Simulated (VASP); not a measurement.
Runs of VASP 6.6.1 on LuPW. The structure is hexagonal, space group P-6m2 (No. 187). The conventional cell has a = 4.131 Å, b = 4.131 Å, c = 3.863 Å, α = 90.00°, β = 90.00°, γ = 120.00°. Around Lu (site symmetry -6m2) lie 6 W at 3.07 Å and 6 P at 3.07 Å. Around P (site symmetry -6m2) lie 3 W at 2.39 Å. W (site symmetry -6m2) is surrounded by 3 P at 2.39 Å. The cell was built by a generator and needn't be a form met in nature.

| task | level | potentials or basis | spin | cell | k mesh | cutoff (eV) | smearing | gap on the mesh (eV) | pressure (GPa) |
| --- | --- | --- | --- | --- | --- | --- | --- | --- | --- |
| single point | PBE | VASP PAW PBE potentials, release 64 (Lu, P, W_sv) | off | as given | 8 × 8 × 7 | 520 | fermi-dirac 0.05 eV | none | 0.2 |
| density of states | r2SCAN | VASP PAW PBE potentials, release 64 (Lu_3, P, W_sv), 4f in core | SOC, no magnetisation | as given | 6 × 6 × 5 | 520 | tetrahedron | - | (a) |
| relaxation of cell and atoms | PBE | VASP PAW PBE potentials, release 64 (Lu, P, W_sv) | off | relaxed | 8 × 8 × 7 | 600 | gaussian 0.05 eV | none | 0.0 |
| relaxation of the atoms | LDA | VASP PAW PBE potentials, release 64 (Lu, P, W_sv) | off | atoms relaxed | 8 × 8 × 7 | 520 | gaussian 0.05 eV | none | -6.8 |

Q: Fill in the values left out.

A: (a) -2.5.

Caveats: the PAW data sets were made with another functional, which shifts forces and pressure a little (some runs); the relaxation stopped at its first step, so nothing moved (some runs).

A k mesh can miss the band edges, and rows without SOC leave out spin-orbit coupling on Lu, W.

A gap of «none» marks a metal or a gap under the smearing width.

The runs don't all hold the same shells in valence.
